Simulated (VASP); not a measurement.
Here is the system:

```xyz
2
Lattice="0.0000 2.8138 2.8138 2.8138 0.0000 2.8138 2.8138 2.8138 0.0000" Properties=species:S:1:pos:R:3 pbc="T T T"
Ag     2.8138     0.0000     2.8138
Cl     2.8138     2.8138     2.8138
```

Computed with SCAN meta-GGA, VASP's PBE PAW potentials (set 64) (plane waves; VASP). Run with 520 eV cut-off, 8×8×8 Γ-centred mesh, Gaussian smearing of 0.050 eV, potentials Ag Cl.

**Question.** Predict the energy per atom (σ→0), pressure, band gap (on the k-mesh) with the smallest direct gap where there is one.

**Answer.** 
```
Property                                      Result
-----------------------------------  ---------------
band gap (on the k-mesh)                     1.34 eV
smallest direct gap (on the k-mesh)          3.48 eV
energy per atom (σ→0)                -20206 meV/atom
pressure                                   -2.72 GPa
```

The absolute energy has meaning only against runs of the same code, potentials and settings.

The compound is AgCl in the rock salt structure. This cell is one point of a volume scan, at 1.06 of the reference volume.
